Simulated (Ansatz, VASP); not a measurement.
# Cross-check of AlB3H12O12 between VASP and Ansatz

One calculation is typed for both programs; each brings its own data sets. How far apart do they land? Of the first pair: The structure shown is the start of the Ansatz relaxation below; VASP solves that cell, so the two are compared at the walk's first step.

Method: plane waves, with VASP 6.6.1 beside it; PBE with D3(BJ), in Ansatz 0.2.0.

## 1. Set-up

The cell holds 28 atoms: 1 Al, 3 B, 12 H and 12 O. Its edges and angles: a = 4.974 Å, b = 5.049 Å, c = 7.127 Å, α = 90.0°, β = 90.0°, γ = 90.0°. It derives from AlH3O3 (delta-Al(OH)3). As first built, before any earlier steps moved the atoms or strained the cell (in the runner's words): kind solid solution; parent AlH3O3; parent_space_group P2_12_12_1; supercell [[1, 0, 0], [0, 1, 0], [0, 0, 1]]; change 3 of 4 Al replaced by B at random; atoms 28.

## 2. Ansatz: relaxation, PBE with D3(BJ)

Ansatz runs on its PAW soft_1 files.

The two programs are compared at the cell with which this relaxation starts, whose forces are those of its first step.

Input file input.yaml:

```yaml
crystal:
  lattice:
    - [4.973686, 0.0, 0.0]
    - [0.0, 5.048564, 0.0]
    - [0.0, 0.0, 7.126918]
  atoms:
    - { symbol: Al, position: [0.263397, 0.002389, 0.999928] }
    - { symbol: B, position: [0.729587, 0.501874, 0.500268] }
    - { symbol: B, position: [0.245553, 0.000255, 0.500357] }
    - { symbol: B, position: [0.758278, 0.494219, 2.6e-05] }
    - { symbol: H, position: [0.584283, 0.178719, 0.698629] }
    - { symbol: H, position: [0.078811, 0.326826, 0.299565] }
    - { symbol: H, position: [0.419899, 0.673678, 0.799303] }
    - { symbol: H, position: [0.927333, 0.831967, 0.204814] }
    - { symbol: H, position: [0.213926, 0.452783, 0.027635] }
    - { symbol: H, position: [0.718264, 0.038673, 0.978061] }
    - { symbol: H, position: [0.785982, 0.95607, 0.476904] }
    - { symbol: H, position: [0.283506, 0.543577, 0.520316] }
    - { symbol: H, position: [0.032101, 0.191341, 0.750081] }
    - { symbol: H, position: [0.523522, 0.313261, 0.241302] }
    - { symbol: H, position: [0.969962, 0.699892, 0.743754] }
    - { symbol: H, position: [0.460329, 0.808938, 0.249249] }
    - { symbol: O, position: [0.552463, 0.186385, 0.555908] }
    - { symbol: O, position: [0.060093, 0.302123, 0.436421] }
    - { symbol: O, position: [0.436296, 0.687405, 0.937131] }
    - { symbol: O, position: [0.930946, 0.820308, 0.049303] }
    - { symbol: O, position: [0.580239, 0.17818, 0.944728] }
    - { symbol: O, position: [0.070324, 0.316278, 0.057131] }
    - { symbol: O, position: [0.41472, 0.683002, 0.550825] }
    - { symbol: O, position: [0.917725, 0.815356, 0.448348] }
    - { symbol: O, position: [0.140029, 0.030089, 0.749604] }
    - { symbol: O, position: [0.63334, 0.466237, 0.252009] }
    - { symbol: O, position: [0.867236, 0.524136, 0.754004] }
    - { symbol: O, position: [0.360166, 0.960517, 0.25087] }
kpoints:
  mp_grid: { grid: [2, 2, 2] }
scf:
  occupations: { method: fermi_dirac, width: 0.05 }
hamiltonian:
  xc: pbe
  dispersion: d3bj
  pseudopotentials: { kind: paw, azcp: { folder: soft_1 } }
output:
  forces: true
  stress: true
relax:
  f_tol: 0.03
  max_steps: 100
  escape_saddle: false
  cell: { stress_tol: 0.3, fix: [] }
```

Started as:

```
$ ansatz run input.yaml --threads 4 --pin off --max-ram 14336MiB --backend cpu --events-out ev --progress --plain --runs-dir out
```

Numbers of over 12 decimals in the logs are rounded to 6 here.

The log of the run:

```text
Engine: ansatz 0.2.0, aarch64-unknown-linux-gnu
Pseudopotentials: kind: paw
Pseudopotential: Al, paw, valence charge 3, recommended cutoff 420 eV (normal), soft_1/Al.paw.azcp
Pseudopotential: B, paw, valence charge 3, recommended cutoff 420 eV (normal), soft_1/B.paw.azcp
Pseudopotential: H, paw, valence charge 1, recommended cutoff 420 eV (normal), soft_1/H.paw.azcp
Pseudopotential: O, paw, valence charge 6, recommended cutoff 420 eV (normal), soft_1/O.paw.azcp
Functional definition: PBE
  parameter kappa = 0.804
  parameter beta = 0.066725
  exchange = pbe_x(kappa = kappa, mu = beta*pi^2/3)
  correlation = pbe_c(beta = beta)
Crystal: 28 atoms, lattice volume = 178.957 Å³
Basis set: ecut = 420 eV, 3539 PW (Γ), exchange–correlation on 72×72×96 points (8 copies of the dense FFT grid, shifted against one another)
Bands: 76, of which v1, the nominal top of the filled ones, is band 48 counted from 1 (47 counted from 0)
Symmetry: 1 space group operations
Space group: P1 (ITA 1), of the structure as read, at distance tolerance 5.6e-5 Å
k-points: 8
Non-local potential: Al, projectors of the file, l = 0: 2, l = 1: 2, l = 2: 1
Non-local potential: B, projectors of the file, l = 0: 2, l = 1: 2, l = 2: 1
Non-local potential: H, projectors of the file, l = 0: 2, l = 1: 1
Non-local potential: O, projectors of the file, l = 0: 2, l = 1: 2, l = 2: 1
PAW form: soft (Blöchl's): semilocal exchange-correlation on the pseudo side does not see the compensation charge
PAW one-centre angular grid: Al, 110 points (default); XC on 64 Gauss nodes
PAW one-centre angular grid: B, 110 points (default); XC on 64 Gauss nodes
PAW one-centre angular grid: H, 110 points (default); XC on 64 Gauss nodes
PAW one-centre angular grid: O, 110 points (default); XC on 64 Gauss nodes
Initial density: superposition of atomic densities (chi_scale 0.1, normalization cell, long waves kept (reshape's long-wave potential 0.04 eV rms))
Initial wavefunctions: pseudopotential atomic-orbital guess
Functional: x = pbe(κ = 0.804, μ = 0.219515), c = pbe(β = 0.066725)
SCF iter   1: F=—  HF=-8014.603962 eV  |F-HF|=—  |Δ(HF+E_count)|=         —  Δρ=1.38e-1  dr2=2.96e1  ethr=3.10e-3  ⟨swp⟩=6.4  Hψ=2507  notcnv=0  defer=12
preconditioner: auto → Resta (q_TF=auto, 2.459 Å⁻¹)  ε∞=3.3  [insulator: Δε(μ)=4.957 eV  Ē_g=18.124 eV  σ=0.050 eV  W_gap=1.00  n_scr=36 (ndim 8)  ℏωp=27.2 eV  f_vac=0.000  D(μ)=0.00/eV (n_scr^D=0)  ε∞_Penn≈3.3]
SCF iter   2: F=—  HF=-8008.393518 eV  |F-HF|=—  |Δ(HF+E_count)|=    6.21e0  Δρ=5.76e-2  dr2=5.37e0  ethr=3.10e-3  ⟨swp⟩=2.2  Hψ=1133  notcnv=0  defer=180
SCF iter   3: F=—  HF=-8007.283671 eV  |F-HF|=—  |Δ(HF+E_count)|=    1.11e0  Δρ=1.23e-2  dr2=1.77e-1  ethr=3.10e-3  ⟨swp⟩=3.1  Hψ=838  notcnv=0  defer=180
SCF iter   4: F=—  HF=-8007.311301 eV  |F-HF|=—  |Δ(HF+E_count)|=   2.76e-2  Δρ=1.96e-3  dr2=6.53e-3  ethr=1.84e-4  ⟨swp⟩=2.9  Hψ=1081  notcnv=0  defer=187
SCF iter   5: F=—  HF=-8007.318338 eV  |F-HF|=—  |Δ(HF+E_count)|=   7.04e-3  Δρ=4.93e-4  dr2=4.44e-4  ethr=6.80e-6  ⟨swp⟩=2.2  Hψ=850  notcnv=0  defer=187
SCF iter   6: F=—  HF=-8007.318901 eV  |F-HF|=—  |Δ(HF+E_count)|=   5.63e-4  Δρ=1.24e-4  dr2=2.26e-5  ethr=4.63e-7  ⟨swp⟩=2.0  Hψ=805  notcnv=0  defer=187
SCF iter   7: F=—  HF=-8007.319044 eV  |F-HF|=—  |Δ(HF+E_count)|=   1.44e-4  Δρ=3.23e-5  dr2=1.38e-6  ethr=2.35e-8  ⟨swp⟩=2.1  Hψ=806  notcnv=0  defer=187
SCF iter   8: F=-8007.319046 eV  HF=-8007.319046 eV  |F-HF|=2.39e-8  |Δ(HF+E_count)|=   1.70e-6  Δρ=7.20e-6  dr2=7.39e-8  ethr=1.04e-10  ⟨swp⟩=5.8  Hψ=2094  notcnv=0
[...]
SCF 74 converged in 6 iterations: F = -8019.429791 eV  dr2 = 1.08e-7
relax step  74: F+E_penalty+E_count = -8019.42979132 eV  Δ(F+E_penalty+E_count) = +4.698e-4 eV  max|allowed force component| = 4.034e-2 eV/Å  Δτ_max = 0.0133 Å  P = -0.052 GPa  Ω = 221.734 Å³  energy of the carried Pulay correction = -1.586e-3 eV  (6 SCF iters, dr2 threshold 2.57e-7 eV, accepted)
[...]
relax step  75: F+E_penalty+E_count = -8019.42989729 eV  Δ(F+E_penalty+E_count) = -1.060e-4 eV  max|allowed force component| = 2.293e-2 eV/Å  Δτ_max = 0.0073 Å  P = -0.012 GPa  Ω = 221.895 Å³  energy of the carried Pulay correction = -2.137e-3 eV  (6 SCF iters, dr2 threshold 1.02e-7 eV, accepted)
[...]
relax step  76: F+E_penalty+E_count = -8019.43233424 eV  Δ(F+E_penalty+E_count) = -2.437e-3 eV  max|allowed force component| = 2.208e-2 eV/Å  Δτ_max = 0.0000 Å  P = -0.007 GPa  Ω = 221.895 Å³  stress off target by 5.60e-2 GPa  SCF on the basis re-selected at this cell (its energy is not comparable with the rows above)  (4 SCF iters)
basis re-selected at this cell: Δ(F+E_penalty+E_count) = -2.437e-3 eV, ΔP = +0.005 GPa vs the last step (what re-selecting the basis moved, of the pressure what is left beyond the Pulay correction that the steps carried, after the strain that the cell walked since its last selection, with what the two solves' SCF thresholds leave and, on support functions, any second-order correction that the steps lacked; it is no m [...]
SCF converged after 4 iterations
Free energy (F): -8019.432334 eV
Harris-Foulkes:  -8019.432334 eV  (|F-HF|=4.76e-9)
Internal energy: -8019.432334 eV  (E = F + TS)
E sigma→0 (E₀):  -8019.432334 eV
Fermi energy:    4.016713 eV
--- Per-component energies (eV) ---
  E_band       = -579.770743
  E_kinetic    = 2376.184454
  E_local      = -6373.684787  (includes V_loc(G=0)·N_el)
  E_nonlocal   = 674.508950
  E_hartree    = 2335.370927
  E_xc         = -1098.884900
  E_vxc        = -1374.988562  (∫ρ·V_xc dr)
  E_paw        = -2673.160015  (= ΣΔE_a)
  E_vpaw       = -552.530949  (= ΣTr[D̂ρ^β])
  E_aug_tail   = -0.001361  (compensation charges beyond the density's cutoff)
  E_ewald      = -3257.689743
  E_disp       = -2.075859  (pairwise vdW)
  E_smearing   = -0.000000  (= −TS)
  E_closure    = 0.000000  (closes the sum)
  Σ components = -8019.432334   (vs F -8019.432334, Δ=0.00e0)
--- Forces (eV/Å), atoms counted from 1 ---
  atom   1  Al    -0.01604679    -0.00248907    -0.02054095
  atom   2  B     -0.01466495    -0.01602191    -0.00066841
  atom   3  B      0.00431979     0.01060945    -0.01148484
  atom   4  B      0.01362570     0.01070834     0.00643231
  atom   5  H      0.00561652     0.00250449     0.00834885
  atom   6  H      0.00410259    -0.00168984     0.00013371
  atom   7  H      0.00095201    -0.00209944     0.00354319
  atom   8  H     -0.00581747     0.00004779     0.00066998
  atom   9  H      0.00264305    -0.00876057    -0.00301374
  atom  10  H     -0.00133067     0.00418867    -0.00477095
  atom  11  H     -0.00079299     0.00891948    -0.00439737
  atom  12  H     -0.00534950     0.00001960    -0.00448262
  atom  13  H     -0.00720002     0.00524493     0.00188054
  atom  14  H     -0.00366085    -0.00352921     0.00326199
  atom  15  H     -0.00066447    -0.00143078     0.00317587
  atom  16  H      0.00082602     0.00424543     0.00465122
  atom  17  O     -0.00938158     0.00590242    -0.00725818
  atom  18  O     -0.00850807    -0.00143193     0.01007174
  atom  19  O      0.00151293     0.01215401     0.00839196
  atom  20  O      0.00519042    -0.02207601    -0.01002751
  atom  21  O      0.00260990    -0.00691668     0.00720818
  atom  22  O     -0.00648010     0.01304494    -0.00280247
  atom  23  O      0.01721408    -0.00226015     0.00492543
  atom  24  O      0.00226342    -0.00639650     0.00370851
  atom  25  O      0.00984101    -0.00502467     0.00123119
  atom  26  O      0.00795841     0.00678325     0.00033168
  atom  27  O     -0.00193428     0.00464467    -0.00314797
  atom  28  O      0.00315193    -0.00888460     0.00463129
  max |Σ_I F_I| component: 6.11e-6 eV/Å
--- Stress (GPa, compression-positive) ---
       -0.007863      -0.024368      -0.027622
       -0.024383       0.025973       0.020087
       -0.027632       0.020097      -0.039666
  P = ⅓ Tr σ = -0.0072 GPa (-0.072 kbar)
--- Relaxed structure (72 steps of the walk, 59 accepted, 4 SCFs on fresh bases) ---
  F+E_penalty+E_count = -8019.43233424 eV   max|allowed force component| = 2.208e-2 eV/Å   (the final SCF, on the basis selected at the relaxed cell)
  cell:  # Å, volume = 221.8947 Å³
    - [5.422807, -0.311972, -0.197140]
    - [-0.316669, 4.826948, -0.174289]
    - [-0.282487, -0.246038, 8.529675]
  atoms:
    - { symbol: Al, position: [0.326361, 0.098944, 0.981626] }
    - { symbol: B, position: [0.630748, 0.475101, 0.459120] }
    - { symbol: B, position: [0.305213, 0.078035, 0.586591] }
    - { symbol: B, position: [0.876662, 0.424264, -0.032529] }
    - { symbol: H, position: [0.678926, 0.295323, 0.662977] }
    - { symbol: H, position: [0.166861, 0.081221, 0.362361] }
    - { symbol: H, position: [0.346815, 0.729742, 0.773295] }
    - { symbol: H, position: [0.980459, 0.755869, 0.119417] }
    - { symbol: H, position: [0.260608, 0.581105, -0.056842] }
    - { symbol: H, position: [0.738782, 0.015738, 1.012159] }
    - { symbol: H, position: [0.868781, 0.840036, 0.473424] }
    - { symbol: H, position: [0.198417, 0.668939, 0.542601] }
    - { symbol: H, position: [0.105688, 0.283399, 0.743836] }
    - { symbol: H, position: [0.430879, 0.300832, 0.268357] }
    - { symbol: H, position: [0.870858, 0.614481, 0.750866] }
    - { symbol: H, position: [0.397348, 0.832972, 0.212650] }
    - { symbol: O, position: [0.570163, 0.247375, 0.555282] }
    - { symbol: O, position: [0.120221, 0.132827, 0.469810] }
    - { symbol: O, position: [0.347898, 0.752409, 0.892245] }
    - { symbol: O, position: [0.845567, 0.699671, 0.037075] }
    - { symbol: O, position: [0.670468, 0.198571, 1.001441] }
    - { symbol: O, position: [0.118615, 0.348126, 0.014894] }
    - { symbol: O, position: [0.347020, 0.785430, 0.591238] }
    - { symbol: O, position: [0.825023, 0.664336, 0.523440] }
    - { symbol: O, position: [0.257413, 0.185922, 0.745656] }
    - { symbol: O, position: [0.521446, 0.483878, 0.313211] }
    - { symbol: O, position: [0.850933, 0.428166, 0.789462] }
    - { symbol: O, position: [0.300137, 0.981767, 0.182811] }
```

In the SCF lines HF is the Harris–Foulkes energy and dr2 the Hartree energy of the density residual, in eV; the loop may stop once dr2 is under the threshold and the program's other checks hold. Hψ counts applications of the Hamiltonian.

[end of part 1 of 3]

[Lines on the potential files, build, host, timing and source positions are cut from VASP's logs without a mark.]

[Logs are printed without paths, hosts, clocks, repeated set-up lines and the standing remarks that a program may print on its own settings, such as how far it seeks lower states.]

[Hosts, paths, dates, database ids (printed as entryN), source tags and the programs' standing remarks are cut or masked in the printed files.]
